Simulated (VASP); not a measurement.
## NaF (Villiaumite): relaxation of cell and atoms with PBEsol

The system is NaF (Villiaumite).

```xyz
2
Lattice="0.0000 2.3200 2.3200 2.3200 0.0000 2.3200 2.3200 2.3200 0.0000" Properties=species:S:1:pos:R:3 pbc="T T T"
Na    0.0000    0.0000    0.0000
F     2.3200    2.3200    2.3200
```

```
Program                : VASP 6.6.1
Task                   : relaxation of cell and atoms
Functional             : PBEsol
Potentials or basis    : VASP PAW PBE potentials, release 64 (Na_pv, F)
Cutoff                 : 600 eV
k mesh                 : 10 × 10 × 10
Occupations            : gaussian, width 0.03 eV
Spin                   : no spin polarisation
Further INCAR settings : ALGO = Normal; EDIFF = 1e-06; IBRION = 2; EDIFFG = -0.01; NSW = 90; ISIF = 3
```

| Item | Value |
| --- | --- |
| Relaxed volume | 12.39 Å³/atom |
| Relaxed cell | a = 3.273 Å, b = 3.273 Å, c = 3.273 Å, α = 60.00°, β = 60.00°, γ = 60.00° |
| Space group after relaxing (to 0.05 Å) | Fm-3m (No. 225) |
| Energy gained by relaxing | 0.2 meV/atom |
| Ionic steps | 3 |
| Pressure after relaxing | 0.0 GPa |
| Band gap on the k mesh | 6.18 eV, direct |

Step by step:
| step | energy change (eV) | largest force (eV/Å) | pressure (GPa) | volume (Å³) |
| --- | --- | --- | --- | --- |
| 1 | 0.0000 | 0.0000 | -0.49 | 24.97 |
| 2 | -0.0003 | 0.0000 | -0.14 | 24.84 |
| 3 | -0.0003 | 0.0000 | 0.01 | 24.78 |

Final structure:
```
Na F
1.0
     0.00000    2.31406    2.31406
     2.31406    0.00000    2.31406
     2.31406    2.31406    0.00000
Na F
1 1
Direct
  0.00000 0.00000 0.00000
  0.50000 0.50000 0.50000
```

Levels at points of the mesh, in eV from the valence-band top:
| k point | band 4 | band 5 | band 6 | band 7 | band 8 | band 9 | band 10 | band 11 |
| --- | --- | --- | --- | --- | --- | --- | --- | --- |
| (0.00, 0.00, 0.00) | -18.76 | 0.00 | 0.00 | 0.00 | 6.18 | 18.87 | 18.87 | 18.87 |
| (0.50, 0.00, 0.00) | -18.00 | -1.63 | -0.26 | -0.26 | 10.63 | 12.37 | 20.02 | 20.02 |
| (0.50, 0.50, 0.00) | -18.80 | -1.30 | -0.41 | -0.41 | 13.01 | 13.11 | 13.57 | 19.69 |

Run time: 6.6 s on 4 MPI ranks on Intel(R) Xeon(R) 6975P-C (Granite Rapids), on a shared host, peak memory 0.15 GiB a rank.

Caveat: the PAW data sets were made with another functional, which shifts forces and pressure a little. A k mesh can miss the band edges.
